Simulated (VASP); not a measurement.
Input:

```
TiB2
1.0
    1.50441    -2.67667     0.00000
    1.50441     2.67667     0.00000
    0.00000     0.00000     3.17694
Ti B
1 2
Direct
  0.00000   0.00000   0.00000
  0.33333   0.66667   0.50000
  0.68954   0.35620   0.50000
```

The numbers are results of PBE GGA, VASP's PBE PAW potentials (set 64) (plane waves; VASP), not measurements. Settings: 250 eV cut-off, 10×10×9 Γ-centred mesh, first-order Methfessel-Paxton smearing of 0.10 eV, potentials Ti_sv B.

At this cut-off the stress carries a Pulay error, which pulls relaxed volumes low.

Task: Predict the energy per atom (σ→0), pressure, largest force, band gap (on the k-mesh) with the smallest direct gap where there is one.

Result: 
The band gap (on the k-mesh) is none (metal, semimetal or under 0.01 eV) and the energy per atom (σ→0) is -778.9 kJ/mol-atom. The pressure is -6.84 GPa and the largest force is 1.380 eV/Å.

Total energies compare only between runs with the same potentials, cut-off and functional.

The compound is TiB2 in the AlB2 type structure. The cell was not relaxed at this level, atoms are displaced from their ideal sites. The run is one of a series of settings (ENCUT = 250 against the base run), some of them coarse on purpose.
